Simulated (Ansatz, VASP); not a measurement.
## SnTeS (1T-SnSTe monolayer): VASP beside Ansatz

Wanted: the spread between two codes on one cell, functional and k mesh. The cell is taken from a series of runs on this material, whose earlier steps may have relaxed, scaled, displaced or heated it; both programs get it as it stands.

Program: Ansatz 0.2.0. Level of theory: plane waves, with VASP 6.6.1 beside it; single point at RPBE with D3(BJ). Results are calculated unless marked as measured.

### Step 1. Set-up

The cell holds 3 atoms: 1 Te, 1 Sn and 1 S. Its edges and angles: a = 3.581 Å, b = 3.581 Å, c = 21.381 Å, α = 90.0°, β = 90.0°, γ = 120.0°. Vacuum lies along c.

### Step 2. Ansatz: single point, RPBE with D3(BJ)

Ansatz runs on its default PAW (the set named soft_2) files.

With cell and atoms fixed, the geometry can't cause a difference; cores, projectors, grids and the points listed under the comparison can.

The input, input.yaml:

```yaml
crystal:
  lattice:
    - [3.5813739929, 0.0, 0.0]
    - [-1.7906869964, 3.1015608583, 0.0]
    - [0.0, 0.0, 21.3807671281]
  atoms:
    - { symbol: Te, position: [0.6666666667, 0.3333333333, 0.4209390592] }
    - { symbol: Sn, position: [0.0, 0.0, 0.5106481334] }
    - { symbol: S, position: [0.3333333333, 0.6666666667, 0.5790609408] }
kpoints:
  mp_grid: { grid: [12, 12, 1] }
  band_path:
    path: [[0, 0, 0], [0.5, 0, 0], [0.33333333, 0.33333333, 0], [0, 0, 0]]
    npoints: 16
hamiltonian:
  xc: rpbe
  dispersion: d3bj
scf:
  occupations: { method: fermi_dirac, width: 0.05 }
  convergence: { dr2_threshold: 1.0e-10 }
efield:
  axis: 3
  dipole_correction: true
  ramp_position: 0.97
  ramp_width: 0.06
  amplitude: 0
output:
  dos: { projected: true, e_range: [-6, 5] }
  bader: true
  write_potential: true
  write_density: true
  volumetric_format: npy
  elf: true
```

Command:

```sh
ansatz run input.yaml --threads 2 --pin off --max-ram 3072MiB --backend cpu --events-out ev --progress --plain --runs-dir out
```

Numbers of over 12 decimals in the logs are rounded to 6 here.

Log:

```text
Engine: ansatz 0.2.0, aarch64-unknown-linux-gnu
Pseudopotentials: kind: paw
Pseudopotential: Te, paw, valence charge 16, recommended cutoff 420 eV (normal), Te.paw.azcp
Pseudopotential: Sn, paw, valence charge 14, recommended cutoff 420 eV (normal), Sn.paw.azcp
Pseudopotential: S, paw, valence charge 6, recommended cutoff 420 eV (normal), S.paw.azcp
Functional definition: RPBE
  parameter kappa = 0.804
  parameter beta = 0.066725
  exchange = rpbe_x(kappa = kappa, mu = beta*pi^2/3)
  correlation = pbe_c(beta = beta)
Crystal: 3 atoms, lattice volume = 237.494 Å³
Basis set: ecut = 420 eV, 4553 PW (Γ)
Bands: 22, of which v1, the nominal top of the filled ones, is band 18 counted from 1 (17 counted from 0)
Symmetry: 6 space group operations
Space group: P3m1 (ITA 156), of the structure as read, at distance tolerance 6.2e-5 Å
k-points: 19 of 144 (time reversal used)
Non-local potential: Te, projectors of the file, l = 0: 2, l = 1: 2, l = 2: 2, l = 3: 2
Non-local potential: Sn, projectors of the file, l = 0: 2, l = 1: 2, l = 2: 2, l = 3: 2
Non-local potential: S, projectors of the file, l = 0: 2, l = 1: 2, l = 2: 2
PAW form: soft (Blöchl's): semilocal exchange-correlation on the pseudo side does not see the compensation charge
PAW frozen core: Te, regenerated for the run's functional, and the local potential with it (the file was generated under x = pbe(κ = 0.804, μ = 0.219515), c = pbe(β = 0.066725))
PAW frozen core: Sn, regenerated for the run's functional, and the local potential with it (the file was generated under x = pbe(κ = 0.804, μ = 0.219515), c = pbe(β = 0.066725))
PAW frozen core: S, regenerated for the run's functional, and the local potential with it (the file was generated under x = pbe(κ = 0.804, μ = 0.219515), c = pbe(β = 0.066725))
PAW one-centre angular grid: Te, 590 points (default); XC on 64 Gauss nodes
PAW one-centre angular grid: Sn, 590 points (default); XC on 64 Gauss nodes
PAW one-centre angular grid: S, 110 points (default); XC on 64 Gauss nodes
Initial density: superposition of atomic densities (neutral atoms: chi_scale 0, normalization atom), corrected by the library's trained network
Initial wavefunctions: pseudopotential atomic-orbital guess
Functional: x = rpbe, c = pbe(β = 0.066725)
SCF iter   1: F=—  HF=-13932.304107 eV  |F-HF|=—  |Δ(HF+E_count)|=         —  Δρ=2.79e-3  dr2=1.37e-1  ethr=1.77e-3  p=-0.088 e·Å  D=-6.74e-2 V/Å  ΔV_dip=1.44 eV  dr2_dipole=4.16e-2  V_vac-E_F(+/−)=5.10/3.66 eV  ⟨swp⟩=10.4  Hψ=2744  notcnv=0
efield: sawtooth ramp at fractional position 0.9700 (set: `efield.ramp_position`, or a place that a band, a saddle search or an elastic batch's reference lends), width 0.0600; the density the first Hamiltonian is built on has a dipole p = -0.088 e·Å; the dipole correction subtracts the counter field D = -6.74e-2 V/Å, which shifts the + side's vacuum level by +1.44 eV against the − side's; the planar-averaged density in the ramp window peaks in size at 1.1e-5 e/Å³
preconditioner: auto → LDOS  [metal: Δε(μ)=0.068 eV  Ē_g=9.240 eV  σ=0.050 eV  W_gap=0.31  n_scr=12 (ndim 8)  ℏωp=9.6 eV  f_vac=0.668  D(μ)=1.58/eV (n_scr^D=6)  β→1.0]
SCF iter   2: F=—  HF=-13932.294950 eV  |F-HF|=—  |Δ(HF+E_count)|=   9.16e-3  Δρ=1.39e-3  dr2=7.36e-3  ethr=3.81e-4  p=-0.048 e·Å  D=-3.69e-2 V/Å  ΔV_dip=0.79 eV  dr2_dipole=2.93e-4  V_vac-E_F(+/−)=4.85/4.06 eV  ⟨swp⟩=3.8  Hψ=956  notcnv=0
SCF iter   3: F=—  HF=-13932.293083 eV  |F-HF|=—  |Δ(HF+E_count)|=   1.87e-3  Δρ=7.59e-4  dr2=2.20e-3  ethr=2.04e-5  p=-0.053 e·Å  D=-4.06e-2 V/Å  ΔV_dip=0.87 eV  dr2_dipole=2.47e-4  V_vac-E_F(+/−)=4.85/3.98 eV  ⟨swp⟩=2.4  Hψ=845  notcnv=0
SCF iter   4: F=—  HF=-13932.292558 eV  |F-HF|=—  |Δ(HF+E_count)|=   5.26e-4  Δρ=1.44e-4  dr2=1.08e-4  ethr=6.12e-6  p=-0.052 e·Å  D=-3.96e-2 V/Å  ΔV_dip=0.85 eV  dr2_dipole=2.09e-5  V_vac-E_F(+/−)=4.85/4.00 eV  ⟨swp⟩=2.1  Hψ=787  notcnv=0
SCF iter   5: F=—  HF=-13932.292548 eV  |F-HF|=—  |Δ(HF+E_count)|=   1.01e-5  Δρ=3.62e-5  dr2=9.80e-6  ethr=2.99e-7  p=-0.052 e·Å  D=-3.93e-2 V/Å  ΔV_dip=0.84 eV  dr2_dipole=1.73e-6  V_vac-E_F(+/−)=4.84/4.00 eV  ⟨swp⟩=2.1  Hψ=674  notcnv=0
SCF iter   6: F=—  HF=-13932.292549 eV  |F-HF|=—  |Δ(HF+E_count)|=   1.74e-6  Δρ=8.24e-6  dr2=1.39e-7  ethr=2.72e-8  p=-0.051 e·Å  D=-3.92e-2 V/Å  ΔV_dip=0.84 eV  dr2_dipole=5.83e-9  V_vac-E_F(+/−)=4.84/4.00 eV  ⟨swp⟩=2.8  Hψ=767  notcnv=0
SCF iter   7: F=—  HF=-13932.292583 eV  |F-HF|=—  |Δ(HF+E_count)|=   3.37e-5  Δρ=2.13e-6  dr2=1.36e-8  ethr=3.85e-10  p=-0.051 e·Å  D=-3.92e-2 V/Å  ΔV_dip=0.84 eV  dr2_dipole=1.81e-10  V_vac-E_F(+/−)=4.84/4.00 eV  ⟨swp⟩=2.4  Hψ=833  notcnv=0
SCF iter   8: F=—  HF=-13932.292583 eV  |F-HF|=—  |Δ(HF+E_count)|=   8.35e-9  Δρ=5.56e-7  dr2=7.42e-10  ethr=3.77e-11  p=-0.052 e·Å  D=-3.92e-2 V/Å  ΔV_dip=0.84 eV  dr2_dipole=4.03e-11  V_vac-E_F(+/−)=4.84/4.00 eV  ⟨swp⟩=2.5  Hψ=815  notcnv=0
SCF iter   9: F=—  HF=-13932.292583 eV  |F-HF|=—  |Δ(HF+E_count)|=   1.42e-9  Δρ=2.43e-7  dr2=2.69e-10  ethr=1.00e-12  p=-0.052 e·Å  D=-3.92e-2 V/Å  ΔV_dip=0.84 eV  dr2_dipole=8.03e-12  V_vac-E_F(+/−)=4.84/4.00 eV  ⟨swp⟩=5.7  Hψ=1407  notcnv=0
SCF iter  10: F=-13932.292583 eV  HF=-13932.292583 eV  |F-HF|=5.09e-11  |Δ(HF+E_count)|=  3.64e-11  Δρ=7.84e-8  dr2=1.14e-11  ethr=1.00e-12  p=-0.052 e·Å  D=-3.92e-2 V/Å  ΔV_dip=0.84 eV  dr2_dipole=5.14e-13  V_vac-E_F(+/−)=4.84/4.00 eV  ⟨swp⟩=3.0  Hψ=935  notcnv=0
SCF 1 converged in 10 iterations: F = -13932.292583 eV  dr2 = 1.14e-11
  greatest PAW one-centre occupation: 0.997 electrons in one spin orbital (limit 2), on the Te atom at site 0 (counted from 0), in its partial waves of l = 2
NSCF: frozen V_eff on 49 k-points
efield: sawtooth ramp at fractional position 0.9700 (kept from the solve that this one continues, or follows in the run), width 0.0600; the density the first Hamiltonian is built on has a dipole p = -0.052 e·Å; the dipole correction subtracts the counter field D = -3.92e-2 V/Å, which shifts the + side's vacuum level by +0.84 eV against the − side's; the planar-averaged density in the ramp window peaks in size at 2.5e-6 e/Å³
WARN: The output density's exchange-correlation potential varies sharply where the density is thin. Do not read a vacuum level from v_tot or v_xc, or from such a field of the output density. On a cell that repeats whose density bears no net charge and no dipole along the vacuum's axis use v_es (v_loc + v_h of the components); under efield.dipole_correction with no amplitude use v_es + v_field, which holds any externa [...]
SCF converged after 10 iterations
Free energy (F): -13932.292583 eV
Harris-Foulkes:  -13932.292583 eV  (|F-HF|=5.09e-11)
Internal energy: -13932.282505 eV  (E = F + TS)
E sigma→0 (E₀):  -13932.287544 eV
Entropy (-TS):   -0.010078 eV (-3.359 meV/atom)
Fermi energy:    0.150078 eV
Dipole field:    D = -0.039240 V/Å  (p = -0.051501 e·Å, saw-weighted, corrected)
Work function:   Φ+ = 4.8430 eV   Φ− = 4.0040 eV
Levels:          The Fermi level and band energies are counted from a zero that moves with the ramp; work functions are not
--- Per-component energies (eV) ---
  E_band       = -686.466213
  E_kinetic    = 478.964640
  E_local      = -24769.572699  (includes V_loc(G=0)·N_el)
  E_nonlocal   = -314.139667
  E_hartree    = 12476.408039
  E_xc         = -605.812582
  E_vxc        = -288.305891  (∫ρ·V_xc dr)
  E_paw        = -9423.447279  (= ΣΔE_a)
  E_vpaw       = -745.692203  (= ΣTr[D̂ρ^β])
  E_aug_tail   = -0.000191  (compensation charges beyond the density's cutoff)
  E_efield     = 0.001010  (sawtooth field / dipole correction)
  E_vefield    = -0.536211  (∫n·V_field dr)
  E_ewald      = 8230.633996
  E_disp       = -5.268498  (pairwise vdW)
  E_core_change = -0.049275  (= ΣΔE_core)
  E_smearing   = -0.010078  (= −TS)
  E_closure    = -0.000000  (closes the sum)
  Σ components = -13932.292583   (vs F -13932.292583, Δ=0.00e0)
--- Band table (eV; the first three rows and the last of 19) ---
  k-point 0: bands = [... 14 lower, -1.8738, -1.8738, 0.7819, 0.7819, 1.1731, 3.3106, 4.1671, 4.2592]
  k-point 1: bands = [... 14 lower, -2.3897, -1.9964, -0.0362, 0.6217, 1.4973, 3.4770, 3.9223, 4.4377]
  k-point 2: bands = [... 14 lower, -2.8373, -2.3068, -1.4564, 0.2578, 1.7282, 3.1434, 4.2090, 4.7151]
  k-point 18: bands = [... 14 lower, -4.9501, -4.9140, -2.6393, -1.9734, 0.3670, 3.3167, 3.9309, 5.2307]
--- Bader charges: 3 sites ---
  site symbol  charge [e]  shift [e]
     0     Te     -0.4046     0.0005
     1     Sn      1.2044     0.0008
     2      S     -0.7998     0.0003
  estimated error of the sums over rays = 4.7e-4 e
```

In the SCF lines HF is the Harris–Foulkes energy and dr2 the Hartree energy of the density residual, in eV; the loop may stop once dr2 is under the threshold and the program's other checks hold. Hψ counts applications of the Hamiltonian.

### Step 3. VASP: single point, RPBE with D3(BJ)

The same cell, functional, mesh and smearing now go to VASP, with its own data sets.

Lines of VASP's logs that name or quote its potential files are left out, and so is its time.

The input, INCAR:

```
SYSTEM = SnTeS
PREC = Accurate
ENCUT = 400
EDIFF = 1E-06
NELM = 120
ISMEAR = -1
SIGMA = 0.05
LREAL = .FALSE.
ALGO = Normal
GGA = RP
IVDW = 12
NBANDS = 19
LORBIT = 11
LWAVE = .FALSE.
LCHARG = .FALSE.
ISIF = 2
LDIPOL = .TRUE.
IDIPOL = 3
DIPOL = 0.5 0.5 0.504
LVHAR = .TRUE.
LASPH = .TRUE.
GGA_COMPAT = .FALSE.
NELMDL = -8
```

The input, POSCAR:

```
SnTeS
1.0
    3.5813739929      0.0000000000      0.0000000000
   -1.7906869964      3.1015608583      0.0000000000
    0.0000000000      0.0000000000     21.3807671281
Te Sn S
1 1 1
Direct
    0.6666666667      0.3333333333      0.4209390592
    0.0000000000      1.0000000000      0.5106481334
    0.3333333334      0.6666666666      0.5790609408
```

The input, KPOINTS:

```
Automatic mesh
0
Gamma
12 12 1
0 0 0
```

PAW data sets: Te, Sn_d and S (PBE family, release 64).

Command:

```sh
mpirun -np 1 vasp_std
```

Log:

```text
[banner, memory and clock lines left out]
running    1 mpi-ranks, on    1 nodes
 distrk:  each k-point on    1 cores,    1 groups
 distr:  one band on    1 cores,    1 groups

 POSCAR found type information on POSCAR TeSnS
 POSCAR found :  3 types and       3 ions
|                                                                             |
|               ----> ADVICE to this user running VASP <----                  |
|                                                                             |
|     You enforced a specific xc type in the INCAR file but a different       |
|     [... a line on the potential file left out ...]
|     I HOPE YOU KNOW WHAT YOU ARE DOING!                                     |
|                                                                             |

 LDA part: xc-table for (Slater+PW92), standard interpolation
 POSCAR, INCAR and KPOINTS ok, starting setup
 FFT: planning ... GRIDC
 FFT: planning ... GRID_SOFT
 FFT: planning ... GRID
 WAVECAR not read
 entering main loop
       N       E                     dE             d eps       ncg     rms          rms(c)
DAV:   1     0.169770163479E+03    0.16977E+03   -0.10125E+04   842   0.945E+02
DAV:   2     0.697872449822E+01   -0.16279E+03   -0.15815E+03   926   0.228E+02
DAV:   3    -0.971664569377E+01   -0.16695E+02   -0.16568E+02   903   0.882E+01
DAV:   4    -0.102981723433E+02   -0.58153E+00   -0.56662E+00  1003   0.181E+01
DAV:   5    -0.103116226288E+02   -0.13450E-01   -0.13444E-01  1131   0.250E+00
DAV:   6    -0.103117604720E+02   -0.13784E-03   -0.13784E-03  1040   0.244E-01
DAV:   7    -0.103117668305E+02   -0.63585E-05   -0.63584E-05  1115   0.444E-02
DAV:   8    -0.103117669261E+02   -0.95632E-07   -0.95613E-07   944   0.565E-03    0.103E+01
DAV:   9    -0.100346357157E+02    0.27713E+00   -0.14509E+00  1098   0.804E+00    0.661E+00
DAV:  10    -0.100920745564E+02   -0.57439E-01   -0.16827E+00   962   0.693E+00    0.198E+00
DAV:  11    -0.100042049674E+02    0.87870E-01   -0.85112E-01   902   0.404E+00    0.607E-01
DAV:  13    -0.999951815235E+01    0.11001E-02   -0.59572E-03   923   0.416E-01    0.248E-01
DAV:  14    -0.999922922106E+01    0.28893E-03   -0.12776E-03  1001   0.285E-01    0.118E-01
DAV:  15    -0.999881664460E+01    0.41258E-03   -0.79986E-04  1043   0.224E-01    0.512E-02
[...]
DAV:  19    -0.999906003898E+01   -0.46078E-04   -0.31711E-06   881   0.849E-03    0.108E-02
DAV:  20    -0.999924067071E+01   -0.18063E-03   -0.34845E-05   799   0.280E-02    0.748E-03
DAV:  21    -0.999926839196E+01   -0.27721E-04   -0.23930E-06   823   0.817E-03    0.584E-03
DAV:  22    -0.999927994203E+01   -0.11550E-04   -0.35324E-07   797   0.311E-03    0.346E-03
DAV:  23    -0.999928972526E+01   -0.97832E-05   -0.45442E-07   683   0.386E-03    0.126E-03
DAV:  24    -0.999929261614E+01   -0.28909E-05   -0.11390E-07   803   0.151E-03    0.177E-03
DAV:  25    -0.999929487102E+01   -0.22549E-05   -0.82656E-08   735   0.117E-03    0.881E-04
DAV:  26    -0.999929508725E+01   -0.21623E-06   -0.42052E-08   786   0.100E-03
   1 F= -.15267743E+02 E0= -.15262698E+02  d E =-.100905E-01
```

Parts of OUTCAR (step 3):

```text
ion  position               nearest neighbor table
   1  0.667  0.333  0.421-   2 2.82   2 2.82   2 2.82
   2  0.000  0.000  0.511-   3 2.53   3 2.53   3 2.53   1 2.82   1 2.82   1 2.82
   3  0.333  0.667  0.579-   2 2.53   2 2.53   2 2.53

  LATTYP: Found a hexagonal cell.
 ALAT       =     3.5813739929
 C/A-ratio  =     5.9699900570

 Subroutine GETGRP returns: Found  6 space group operations
 (whereof  6 operations were pure point group operations)

The static configuration has the point symmetry C_3v.

 Found     19 irreducible k-points:

   k-points           NKPTS =     19   k-points in BZ     NKDIM =     19   number of bands    NBANDS=     19

   dimension x,y,z NGX =    24 NGY =   24 NGZ =  140
   dimension x,y,z NGXF=    48 NGYF=   48 NGZF=  280

   ENCUT  =  400.0 eV  29.40 Ry    5.42 a.u.   5.84  5.84 34.87*2*pi/ulx,y,z

   NELECT =      26.0000    total number of electrons

 k-points in reciprocal lattice and weights: Automatic mesh
   0.00000000  0.00000000  0.00000000       0.007
   0.08333333  0.00000000  0.00000000       0.042
   0.16666667  0.00000000  0.00000000       0.042
   0.25000000  0.00000000  0.00000000       0.042
   0.33333333  0.00000000  0.00000000       0.042
   0.41666667  0.00000000  0.00000000       0.042
   0.50000000  0.00000000  0.00000000       0.021
   0.08333333  0.08333333  0.00000000       0.042
   0.16666667  0.08333333  0.00000000       0.083
[...]
0.33333333  0.25000000  0.00000000       0.083
   0.33333333  0.33333333  0.00000000       0.014

 dipolmoment           0.000000      0.000000      0.050027 electrons x Angstroem

 average (electrostatic) potential at core
       1 -95.4575       2-108.6125       3 -92.8897

 E-fermi :  -0.6655

 k-point     1 :       0.0000    0.0000    0.0000
  band No.  band energies     occupation
    ...
      7     -13.7388      2.00000
      8      -7.9157      2.00000
      9      -3.8759      2.00000
     10      -2.6925      2.00000
     11      -2.6925      2.00000
     12      -0.0328      0.00001
     13      -0.0328      0.00001
     14       0.3673      0.00000
     15       2.4962      0.00000
     16       3.3523      0.00000
    ...

 k-point     2 :       0.0833    0.0000    0.0000
  band No.  band energies     occupation
    ...
      8      -7.8732      2.00000
      9      -3.8222      2.00000
     10      -3.2066      2.00000
     11      -2.8150      2.00000
     12      -0.8528      1.95387
     13      -0.1933      0.00016
     14       0.6894      0.00000
     15       2.6627      0.00000
     16       3.1043      0.00000
     17       3.6222      0.00000
    ...

 k-point     3 :       0.1667    0.0000    0.0000
  band No.  band energies     occupation
    ...
      8      -7.7822      2.00000
      9      -4.2833      2.00000
     10      -3.6587      2.00000
     11      -3.1253      2.00000
     12      -2.2740      2.00000
     13      -0.5579      0.20837
     14       0.9156      0.00000
     15       2.3262      0.00000
     16       3.3976      0.00000
     17       3.8939      0.00000
    ...

 Edisp (eV)   -5.26845

  Total      -0.07125    -0.07125    -0.02025    -0.00000    -0.00000     0.00000
  in kB      -0.48069    -0.48069    -0.13661    -0.00000    -0.00000     0.00000
  external pressure =       -0.37 kB  Pullay stress =        0.00 kB

  energy-cutoff  :      400.00
  volume of cell :      237.49
      direct lattice vectors                 reciprocal lattice vectors
     3.581373993  0.000000000  0.000000000     0.279222444  0.161209153  0.000000000
    -1.790686996  3.101560858  0.000000000     0.000000000  0.322418307  0.000000000
     0.000000000  0.000000000 21.380767128     0.000000000  0.000000000  0.046771007

 POSITION                                       TOTAL-FORCE (eV/Angst)
 -----------------------------------------------------------------------------------
      1.79069      1.03385      9.00000        -0.000000      0.000000     -0.012745
      0.00000      0.00000     10.91805        -0.000000     -0.000000      0.019470
      0.00000      2.06771     12.38077         0.000000      0.000000     -0.006724
 -----------------------------------------------------------------------------------
    total drift:                               -0.000000     -0.000000     -0.000203

  FREE ENERGIE OF THE ION-ELECTRON SYSTEM (eV)
  ---------------------------------------------------
  free  energy   TOTEN  =       -15.2677429411 eV

  energy  without entropy=      -15.2576524208  energy(sigma->0) =      -15.26269768

 vacuum level on the upper side and lower side of the slab         4.156         3.341

 total charge
# of ion       s       p       d       tot
------------------------------------------
    1        1.407   1.989   0.047   3.443
    2        1.109   1.100  10.138  12.346
    3        1.369   2.358   0.000   3.726
--------------------------------------------------
tot          3.884   5.446  10.185  19.515

[... 3 further parts left out ...]
```

### Step 4. Side by side

Known differences besides the potentials themselves: the data sets hold 36 valence electrons in Ansatz (on its default PAW (the set named soft_2) files) and 26 in VASP; the cutoff is 420 eV in Ansatz and 400 eV in VASP; Ansatz makes its cores anew for this functional, VASP keeps those of its PBE data sets. Total energies have different zeros and are not compared.

Both answers:

```csv
quantity,Ansatz,VASP,difference
"work function, lower of the two faces (eV)",4.00,4.01,0.00
"work function, higher of the two faces (eV)",4.84,4.82,+0.02
```

With vacuum in the cell, a pressure given here is an average over mostly empty space and none of the material.

### Step 5. Outcome

* difference in work function, higher of the two faces (single point, RPBE with D3(BJ)): 0.021 eV

**Reading.** The difference in work function, higher of the two faces is 0.021 eV (single point, RPBE with D3(BJ)). The data sets hold unlike numbers of valence electrons (36 in Ansatz and 26 in VASP), so part of the differences comes from the potentials. How closely two codes agree says nothing of how well the functional describes the real material.

[Lines on the potential files, build, host, timing and source positions are cut from VASP's logs without a mark.]

[Logs are printed without paths, hosts, clocks, repeated set-up lines and the standing remarks that a program may print on its own settings, such as how far it seeks lower states.]

[Hosts, paths, dates, database ids (printed as entryN), source tags and the programs' standing remarks are cut or masked in the printed files.]
